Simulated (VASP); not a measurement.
Energy against volume of TiC (rock salt). Computed with r2SCAN meta-GGA, VASP's PBE PAW potentials (set 64) (plane waves; VASP). Run with 520 eV cut-off, 14×14×14 Γ-centred mesh, first-order Methfessel-Paxton smearing of 0.10 eV, potentials Ti_sv C.

| V (Å³/atom) | E (eV/atom) |
|---|---|
| 9.861 | -12.42633 |
| 10.166 | -12.43453 |
| 10.471 | -12.42777 |
| 10.776 | -12.40811 |

**Question.** Fit these four points and predict the energy of the run at 9.556 Å³/atom.

**Answer.** A cubic in V^(−2/3), the third-order Birch-Murnaghan form, passes through the four points with V0 = 10.17 Å³/atom and B0 = 261 GPa, and gives -12.4008 eV/atom there. The run gave -12.4008 eV/atom, -0.0 meV/atom from the fit; all five points give B0 = 261 GPa.

The compound is TiC in the rock salt structure. It was relaxed first.
